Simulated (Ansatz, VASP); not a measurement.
This is a calculation of EuMo for Ansatz 0.2.0. The cell comes from a database or a generator and needn't be the stable form of this composition.

Contents of input.yaml:

```yaml
crystal:
  lattice:
    - [3.53145, 0.0, 0.0]
    - [0.0, 3.53145, 0.0]
    - [0.0, 0.0, 3.53145]
  atoms:
    - { symbol: Eu, position: [0.5, 0.5, 0.5], spin: 7.0 }
    - { symbol: Mo, position: [0.0, 0.0, 0.0], spin: 1.0 }
hamiltonian:
  xc: blyp
  pseudopotentials: { kind: paw }
magnetization:
  spin_polarized: true
kpoints:
  mp_grid: { grid: [6, 6, 6] }
scf:
  occupations: { method: fermi_dirac, width: 0.05 }
output:
  forces: true
  stress: true
  eigenvalues: true
relax:
  f_tol: 0.01
  max_steps: 40
  cell: { stress_tol: 0.05 }
```

Potentials or basis: Ansatz PAW.

Launch:

```bash
$ ansatz run input.yaml --threads 2 --pin off --max-ram 5632MiB --backend cpu --events-out ev --progress --plain --runs-dir out
```

Question: Translate it to VASP 6.6.1. Potentials or basis there: PBE PAW files Eu, Mo_sv, 600 eV.

Answer: As run (cutoffs and basis follow the program's own potentials, and thresholds, step limits or extra output files can differ):

Contents of INCAR:

```
SYSTEM = EuMo
  PREC = Accurate
  ENCUT = 600
  EDIFF = 1E-7
  ISMEAR = -1
  SIGMA = 0.05
  LREAL = .False.
  LASPH = .True.
  NELM = 100
  ALGO = Normal
  ISIF = 3
  LWAVE = .False.
  LCHARG = .False.
  ISPIN = 2
  MAGMOM = 7 1
  LORBIT = 11
  LMAXMIX = 6
  GGA = B5
  ALDAX = 1.0
  AGGAX = 1.0
  AGGAC = 1.0
  ALDAC = 0.0
  IBRION = 2
  NSW = 60
  EDIFFG = -0.02
```

File KPOINTS:

```
Automatic mesh
0
Gamma
  6 6 6
  0 0 0
```

File POSCAR:

```
EuMo
1.0
    3.5314500000      0.0000000000      0.0000000000
    0.0000000000      3.5314500000      0.0000000000
    0.0000000000      0.0000000000      3.5314500000
Eu Mo
1 1
Direct
    0.5000000000      0.5000000000      0.5000000000
    0.0000000000      0.0000000000      0.0000000000
```

Potentials or basis: VASP PAW PBE potentials, release 64 (Eu, Mo_sv).

Command:

```sh
$ cat potpaw_PBE.64/Eu/POTCAR potpaw_PBE.64/Mo_sv/POTCAR > POTCAR
$ mpirun -np 1 vasp_std > vasp.out
```

Both were run:

|  | Ansatz | VASP |
| --- | --- | --- |
| Relaxed volume | 24.60 Å³/atom | 24.74 Å³/atom |
| Relaxed cell | a = 3.664 Å, b = 3.664 Å, c = 3.664 Å, α = 90.00°, β = 90.00°, γ = 90.00° | a = 3.671 Å, b = 3.671 Å, c = 3.671 Å, α = 90.00°, β = 90.00°, γ = 90.00° |
| Space group after relaxing | Pm-3m (No. 221) | Pm-3m (No. 221) |
| Pressure after relaxing | 0.0 GPa | 0.0 GPa |
| Net moment | 4.40 μB per cell | 4.37 μB per cell |

Ansatz's pressure holds a Pulay term of +0.05 GPa for its cutoff of 420 eV, which the other run lacks.

Ansatz's potentials were made for PBE. VASP's potentials were made for PBE.

Where Ansatz's input types no cutoff or centring, it takes its own default and a Γ-centred mesh.

The magnetic state is the one that the start led to; the real crystal's order can differ.

Pressure is positive in compression.
